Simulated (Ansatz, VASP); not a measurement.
## Ag (Ag wire along [110], 7 atoms a period) in two plane-wave programs

Aim: how closely do two programs agree when they are given the same cell, functional and k mesh? Of the first pair: The structure shown is the start of the Ansatz relaxation below; VASP solves that cell, so the two are compared at the walk's first step.

Program: Ansatz 0.2.0. Level of theory: plane waves, with VASP 6.6.1 beside it; PBE. Results are calculated unless marked as measured.

## Step 1: The structure

The cell holds 7 atoms: 7 Ag. Cell: a = 10.950 Å, b = 12.669 Å, c = 2.934 Å, α = 90.0°, β = 90.0°, γ = 90.0°. Vacuum lies along a and b. The structure's axis is c.

Structure file:

```cif
data_structure
_symmetry_space_group_name_H-M 'P 1'
_symmetry_Int_Tables_number 1
_cell_length_a 10.9500
_cell_length_b 12.6690
_cell_length_c 2.9345
_cell_angle_alpha 90.000
_cell_angle_beta 90.000
_cell_angle_gamma 90.000
_cell_volume 407.09
loop_
_atom_site_label
_atom_site_type_symbol
_atom_site_fract_x
_atom_site_fract_y
_atom_site_fract_z
_atom_site_occupancy
Ag1 Ag 0.50000 0.73163 0.00000 1
Ag2 Ag 0.50000 0.50000 0.00000 1
Ag3 Ag 0.31050 0.38419 0.50000 1
Ag4 Ag 0.31050 0.61581 0.50000 1
Ag5 Ag 0.68950 0.38419 0.50000 1
Ag6 Ag 0.68950 0.61581 0.50000 1
Ag7 Ag 0.50000 0.26837 0.00000 1
```

## Step 2: Ansatz: relaxation, PBE

Ansatz runs on its PAW soft_1 files.

The two programs are compared at the cell with which this relaxation starts, whose forces are those of its first step.

The input, input.yaml:

```yaml
crystal:
  lattice:
    - [10.95, 0.0, 0.0]
    - [0.0, 12.669, 0.0]
    - [0.0, 0.0, 2.9344931419]
  atoms:
    - { symbol: Ag, position: [0.5, 0.731627302, 0.0] }
    - { symbol: Ag, position: [0.5, 0.499999459, 0.0] }
    - { symbol: Ag, position: [0.310502283, 0.384185537, 0.5] }
    - { symbol: Ag, position: [0.310502283, 0.61581338, 0.5] }
    - { symbol: Ag, position: [0.689497717, 0.384185537, 0.5] }
    - { symbol: Ag, position: [0.689497717, 0.61581338, 0.5] }
    - { symbol: Ag, position: [0.5, 0.268371616, 0.0] }
kpoints:
  mp_grid: { grid: [1, 1, 28] }
scf:
  occupations: { method: fermi_dirac, width: 0.05 }
hamiltonian:
  xc: pbe
  pseudopotentials: { kind: paw, azcp: { folder: soft_1 } }
relax:
  cell: { fix: [a, b, alpha, beta, gamma] }
  max_steps: 45
  f_tol: 0.03
```

Run with:

```console
ansatz run input.yaml --threads 4 --pin off --max-ram 16384MiB --backend cpu --events-out ev --progress --plain --runs-dir out
```

Numbers of over 12 decimals in the logs are rounded to 6 here.

The log of the run:

```text
Engine: ansatz 0.2.0, x86_64-unknown-linux-gnu
Pseudopotentials: kind: paw
Pseudopotential: Ag, paw, valence charge 19, recommended cutoff 420 eV (normal), soft_1/Ag.paw.azcp
Functional definition: PBE
  parameter kappa = 0.804
  parameter beta = 0.066725
  exchange = pbe_x(kappa = kappa, mu = beta*pi^2/3)
  correlation = pbe_c(beta = beta)
Crystal: 7 atoms, lattice volume = 407.089 Å³
Basis set: ecut = 420 eV, 7943 PW (Γ), exchange–correlation on 150×180×40 points (8 copies of the dense FFT grid, shifted against one another)
Bands: 80, of which v1, the nominal top of the filled ones, is band 67 counted from 1 (66 counted from 0)
Symmetry: 8 space group operations
Space group: Pmmm (ITA 47), of the structure as read, at distance tolerance 7.4e-5 Å
k-points: 15 of 28
Non-local potential: Ag, projectors of the file, l = 0: 3, l = 1: 2, l = 2: 2, l = 3: 1
PAW form: soft (Blöchl's): semilocal exchange-correlation on the pseudo side does not see the compensation charge
PAW one-centre angular grid: Ag, 590 points (default); XC on 64 Gauss nodes
Initial density: superposition of atomic densities (neutral atoms: chi_scale 0, normalization atom)
Initial wavefunctions: pseudopotential atomic-orbital guess
Functional: x = pbe(κ = 0.804, μ = 0.219515), c = pbe(β = 0.066725)
iter 1 solved again at ethr=3.01e-3 eV; its pass at ethr=3.10e-3 eV (dr2=4.01e0 eV) is discarded
SCF iter   1: F=—  HF=-53131.478304 eV  |F-HF|=—  |Δ(HF+E_count)|=         —  Δρ=2.67e-2  dr2=4.13e0  ethr=3.01e-3  ⟨swp⟩=1.6  Hψ=6069  notcnv=0
preconditioner: auto → LDOS  [metal: Δε(μ)=0.026 eV  Ē_g=7.455 eV  σ=0.050 eV  W_gap=0.13  n_scr=60 (ndim 8)  ℏωp=16.1 eV  f_vac=0.592  D(μ)=3.20/eV (n_scr^D=16)  β→1.0]
SCF iter   2: F=—  HF=-53132.063258 eV  |F-HF|=—  |Δ(HF+E_count)|=   5.85e-1  Δρ=3.84e-2  dr2=5.43e0  ethr=3.01e-3  ⟨swp⟩=3.4  Hψ=2623  notcnv=0
SCF iter   3: F=—  HF=-53130.438157 eV  |F-HF|=—  |Δ(HF+E_count)|=    1.63e0  Δρ=5.35e-3  dr2=9.11e-2  ethr=3.01e-3  ⟨swp⟩=2.1  Hψ=2345  notcnv=0  defer=94
SCF iter   4: F=—  HF=-53130.431799 eV  |F-HF|=—  |Δ(HF+E_count)|=   6.36e-3  Δρ=1.02e-3  dr2=1.05e-2  ethr=6.85e-5  ⟨swp⟩=2.1  Hψ=2214  notcnv=0  defer=94
SCF iter   5: F=—  HF=-53130.430341 eV  |F-HF|=—  |Δ(HF+E_count)|=   1.46e-3  Δρ=4.07e-4  dr2=8.79e-4  ethr=7.86e-6  ⟨swp⟩=2.0  Hψ=1714  notcnv=0  defer=94
SCF iter   6: F=—  HF=-53130.430608 eV  |F-HF|=—  |Δ(HF+E_count)|=   2.68e-4  Δρ=2.66e-4  dr2=3.14e-4  ethr=6.61e-7  ⟨swp⟩=2.0  Hψ=2129  notcnv=0  defer=94
SCF iter   7: F=—  HF=-53130.430555 eV  |F-HF|=—  |Δ(HF+E_count)|=   5.34e-5  Δρ=7.13e-5  dr2=2.61e-5  ethr=2.36e-7  ⟨swp⟩=2.0  Hψ=2104  notcnv=0  defer=94
SCF iter   8: F=—  HF=-53130.430289 eV  |F-HF|=—  |Δ(HF+E_count)|=   2.65e-4  Δρ=2.58e-5  dr2=3.47e-6  ethr=1.97e-8  ⟨swp⟩=2.0  Hψ=1781  notcnv=0  defer=94
SCF iter   9: F=—  HF=-53130.430290 eV  |F-HF|=—  |Δ(HF+E_count)|=   9.43e-7  Δρ=1.36e-5  dr2=8.09e-7  ethr=2.61e-9  ⟨swp⟩=2.0  Hψ=1770  notcnv=0  defer=94
SCF iter  10: F=-53130.430290 eV  HF=-53130.430290 eV  |F-HF|=1.16e-9  |Δ(HF+E_count)|=   7.72e-8  Δρ=3.21e-6  dr2=4.49e-8  ethr=7.52e-11  ⟨swp⟩=3.0  Hψ=5025  notcnv=0
SCF 1 converged in 10 iterations: F = -53130.430290 eV  dr2 = 4.49e-8
  greatest PAW one-centre occupation: 1.001 electrons in one spin orbital (limit 2), on the Ag atom at site 1 (counted from 0), in its partial waves of l = 0
relax step   1: F+E_penalty+E_count = -53130.43029032 eV  Δ(F+E_penalty+E_count) = +0.000e0 eV  max|allowed force component| = 2.878e-1 eV/Å  Δτ_max = 0.0000 Å  P = -1.292 GPa  Ω = 407.089 Å³  fix = [a, b, alpha, beta, gamma]  reactions: a -0.889, b -0.892 GPa  (10 SCF iters, dr2 threshold 1.00e-7 eV, accepted)
[...]
relax step   2: F+E_penalty+E_count = -53130.54294995 eV  Δ(F+E_penalty+E_count) = -1.127e-1 eV  max|allowed force component| = 2.214e-1 eV/Å  Δτ_max = 0.0800 Å  P = +0.553 GPa  Ω = 392.380 Å³  energy of the carried Pulay correction = +2.190e-3 eV  fix = [a, b, alpha, beta, gamma]  reactions: a +0.752, b +0.540 GPa  (7 SCF iters, dr2 threshold 7.00e-7 eV, accepted)
[...]
relax step   3: F+E_penalty+E_count = -53130.56833355 eV  Δ(F+E_penalty+E_count) = -2.538e-2 eV  max|allowed force component| = 9.821e-3 eV/Å  Δτ_max = 0.0426 Å  P = -0.098 GPa  Ω = 393.295 Å³  energy of the carried Pulay correction = +2.050e-3 eV  fix = [a, b, alpha, beta, gamma]  reactions: a +0.038, b -0.141 GPa  (6 SCF iters, dr2 threshold 7.00e-7 eV, accepted)
[...]
relax step   4: F+E_penalty+E_count = -53130.56959661 eV  Δ(F+E_penalty+E_count) = -1.263e-3 eV  max|allowed force component| = 6.475e-3 eV/Å  Δτ_max = 0.0057 Å  P = -0.038 GPa  Ω = 391.985 Å³  energy of the carried Pulay correction = +2.251e-3 eV  fix = [a, b, alpha, beta, gamma]  reactions: a +0.043, b -0.129 GPa  (6 SCF iters, dr2 threshold 9.03e-8 eV, accepted)
[...]
relax step   5: F+E_penalty+E_count = -53130.56705839 eV  Δ(F+E_penalty+E_count) = +2.538e-3 eV  max|allowed force component| = 6.188e-3 eV/Å  Δτ_max = 0.0000 Å  P = -0.035 GPa  Ω = 391.985 Å³  fix = [a, b, alpha, beta, gamma]  reactions: a +0.045, b -0.127 GPa  stress off target by 2.39e-2 GPa on what of the cell is left free  SCF on the basis re-selected at this cell (its energy is not comparable with the rows above)  (8 SCF iters)
basis re-selected at this cell: Δ(F+E_penalty+E_count) = +2.538e-3 eV, ΔP = +0.003 GPa vs the last step (what re-selecting the basis moved, of the pressure what is left beyond the Pulay correction that the steps carried, after the strain that the cell walked since its last selection, with what the two solves' SCF thresholds leave and, on support functions, any second-order correction that the steps lacked; it is no m [...]
SCF converged after 8 iterations
Free energy (F): -53130.567058 eV
Harris-Foulkes:  -53130.567058 eV  (|F-HF|=5.82e-11)
Internal energy: -53130.546843 eV  (E = F + TS)
E sigma→0 (E₀):  -53130.556951 eV
Entropy (-TS):   -0.020215 eV (-2.888 meV/atom)
Fermi energy:    2.250550 eV
--- Per-component energies (eV) ---
  E_band       = -3596.334098
  E_kinetic    = 3276.188271
  E_local      = -67721.214298  (includes V_loc(G=0)·N_el)
  E_nonlocal   = 225.887676
  E_hartree    = 32768.987548
  E_xc         = -1106.734990
  E_vxc        = -1399.581393  (∫ρ·V_xc dr)
  E_paw        = -27695.870053  (= ΣΔE_a)
  E_vpaw       = -3515.592406  (= ΣTr[D̂ρ^β])
  E_aug_tail   = 0.002587  (compensation charges beyond the density's cutoff)
  E_ewald      = 7122.206415
  E_smearing   = -0.020215  (= −TS)
  E_closure    = 0.000000  (closes the sum)
  Σ components = -53130.567058   (vs F -53130.567058, Δ=0.00e0)
--- Forces (eV/Å), atoms counted from 1 ---
  atom   1  Ag    -0.00000000    -0.00618803    -0.00000000
  atom   2  Ag     0.00000000    -0.00000000     0.00000000
  atom   3  Ag    -0.00527349     0.00360532    -0.00000000
  atom   4  Ag    -0.00527349    -0.00360532    -0.00000000
  atom   5  Ag     0.00527349     0.00360532     0.00000000
  atom   6  Ag     0.00527349    -0.00360532     0.00000000
  atom   7  Ag    -0.00000000     0.00618803     0.00000000
  max |Σ_I F_I| component: 1.73e-18 eV/Å
--- Stress (GPa, compression-positive) ---
        0.045499       0.000000       0.000000
        0.000000      -0.126664      -0.000000
        0.000000      -0.000000      -0.023866
  P = ⅓ Tr σ = -0.0350 GPa (-0.350 kbar)
--- Relaxed structure (4 steps of the walk, 4 accepted, 1 SCFs on fresh bases) ---
  F+E_penalty+E_count = -53130.56705839 eV   max|allowed force component| = 6.188e-3 eV/Å   (the final SCF, on the basis selected at the relaxed cell)
  cell:  # Å, volume = 391.9847 Å³
    - [10.95, 0, 0]
    - [0, 12.669, 0]
    - [0, 0, 2.825613]
  atoms:
    - { symbol: Ag, position: [0.5, 0.728866, 0] }
    - { symbol: Ag, position: [0.5, 0.500000, 0] }
    - { symbol: Ag, position: [0.312983, 0.385742, 0.5] }
    - { symbol: Ag, position: [0.312983, 0.614258, 0.5] }
    - { symbol: Ag, position: [0.687017, 0.385742, 0.5] }
    - { symbol: Ag, position: [0.687017, 0.614258, 0.5] }
    - { symbol: Ag, position: [0.5, 0.271134, 0] }
```

In the SCF lines HF is the Harris–Foulkes energy and dr2 the Hartree energy of the density residual, in eV; the loop may stop once dr2 is under the threshold and the program's other checks hold. Hψ counts applications of the Hamiltonian.

## Step 3: VASP: single point, PBE, start cell, pair 1

The same cell, functional, mesh and smearing now go to VASP, with its own data sets.

Lines of VASP's logs that name or quote its potential files are left out, and so is its time.

The input, INCAR:

```
SYSTEM = Ag
PREC = Accurate
ENCUT = 400
EDIFF = 1E-06
NELM = 120
ISMEAR = -1
SIGMA = 0.05
LREAL = .FALSE.
ALGO = Normal
GGA = PE
NBANDS = 47
LASPH = .TRUE.
LORBIT = 11
LWAVE = .FALSE.
LCHARG = .FALSE.
ISIF = 2
GGA_COMPAT = .FALSE.
KPAR = 2
```

The input, POSCAR:

```
Ag
1.0
   10.9500000000      0.0000000000      0.0000000000
    0.0000000000     12.6690000000      0.0000000000
    0.0000000000      0.0000000000      2.9344930000
Ag
7
Direct
    0.5000000000      0.7316278317      0.0000000000
    0.5000000000      0.5000000000      0.0000000000
    0.3105022831      0.3841860447      0.5000000000
    0.3105022831      0.6158139553      0.5000000000
    0.6894977169      0.3841860447      0.5000000000
    0.6894977169      0.6158139553      0.5000000000
    0.5000000000      0.2683721683      0.0000000000
```

The input, KPOINTS:

```
Automatic mesh
0
Gamma
1 1 28
0 0 0
```

Potentials, in the order of the species: Ag (PBE family, release 64).

Run with:

```console
mpirun -np 2 vasp_std
```

The log of the run:

```text
[banner, memory and clock lines left out]
running    2 mpi-ranks, on    1 nodes
 distrk:  each k-point on    1 cores,    2 groups
 distr:  one band on    1 cores,    1 groups

 POSCAR found type information on POSCAR Ag
 POSCAR found :  1 types and       7 ions
 LDA part: xc-table for (Slater+PW92), standard interpolation
 POSCAR, INCAR and KPOINTS ok, starting setup
 FFT: planning ... GRIDC
 FFT: planning ... GRID_SOFT
 FFT: planning ... GRID
 WAVECAR not read
 entering main loop
       N       E                     dE             d eps       ncg     rms          rms(c)
DAV:   1     0.412626912630E+03    0.41263E+03   -0.28527E+04  1410   0.110E+03
DAV:   2     0.651358385343E+01   -0.40611E+03   -0.38065E+03  1623   0.247E+02
DAV:   3    -0.158786029739E+02   -0.22392E+02   -0.21130E+02  1596   0.530E+01
DAV:   4    -0.162622535509E+02   -0.38365E+00   -0.38243E+00  1521   0.742E+00
DAV:   5    -0.162697087665E+02   -0.74552E-02   -0.74546E-02  1652   0.106E+00    0.846E+00
DAV:   6    -0.152442244532E+02    0.10255E+01   -0.37308E+00  1459   0.110E+01    0.567E+00
DAV:   7    -0.151944379650E+02    0.49786E-01   -0.14772E-01  1482   0.152E+00    0.308E+00
DAV:   8    -0.151834886986E+02    0.10949E-01   -0.15796E-02  1482   0.558E-01    0.203E-01
DAV:   9    -0.151834000620E+02    0.88637E-04   -0.14002E-03  1541   0.215E-01    0.789E-02
DAV:  10    -0.151834364721E+02   -0.36410E-04   -0.19711E-04  1547   0.788E-02    0.466E-02
DAV:  11    -0.151834086812E+02    0.27791E-04   -0.72249E-04  1431   0.976E-02    0.279E-02
DAV:  12    -0.151834758331E+02   -0.67152E-04   -0.42971E-05  1527   0.255E-02    0.156E-02
DAV:  13    -0.151835354466E+02   -0.59614E-04   -0.31914E-05  1431   0.204E-02    0.552E-03
DAV:  14    -0.151835881276E+02   -0.52681E-04   -0.40421E-06  1011   0.882E-03    0.514E-03
DAV:  15    -0.151836708879E+02   -0.82760E-04   -0.11101E-05  1039   0.668E-03    0.197E-03
DAV:  16    -0.151836843067E+02   -0.13419E-04   -0.29307E-06   979   0.488E-03    0.132E-03
DAV:  17    -0.151836852400E+02   -0.93329E-06   -0.47150E-07   949   0.204E-03
   1 F= -.15183685E+02 E0= -.15172081E+02  d E =-.232085E-01
```

(Continued in part 2 of 2.)

[Lines on the potential files, build, host, timing and source positions are cut from VASP's logs without a mark.]

[Logs are printed without paths, hosts, clocks, repeated set-up lines and the standing remarks that a program may print on its own settings, such as how far it seeks lower states.]

[Hosts, paths, dates, database ids (printed as entryN), source tags and the programs' standing remarks are cut or masked in the printed files.]
